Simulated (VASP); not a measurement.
Input:

```yaml
crystal:
  lattice:
    - [0.00000, 2.57000, 2.57000]
    - [2.57000, 0.00000, 2.57000]
    - [2.57000, 2.57000, 0.00000]
  atoms:
    - { symbol: Li, position: [0.00000, 0.00000, 0.00000] }
    - { symbol: Cl, position: [0.50000, 0.50000, 0.50000] }
```

Computed with PBE GGA, VASP's PBE PAW potentials (set 64) (plane waves; VASP). Numerical set-up: 600 eV cut-off, 8×8×8 Γ-centred mesh, Gaussian smearing of 0.050 eV, potentials Li_sv Cl.

Each relaxation starts from this cell; other phases were not tried.

### Question
The cell is relaxed at 2 GPa. What happens?

### Answer
The volume per atom goes from 16.97 to 16.12 Å³ (-5.1 %), and the cell becomes a = b = c = 5.0518 Å, α = β = γ = 90.00°, space group Fm-3m. The gap on the mesh goes from 6.31 to 6.61 eV.

### Question
The cell is relaxed at 20 GPa. What happens?

### Answer
The volume per atom goes from 16.97 to 12.40 Å³ (-27.0 %), and the cell becomes a = b = c = 4.6289 Å, α = β = γ = 90.00°, space group Fm-3m. The gap on the mesh goes from 6.31 to 7.01 eV.

Failed runs are left out, and for metals the shear rows, which the mesh's noise covers.

The compound is LiCl in the rock salt structure. The cell was not relaxed at this level.
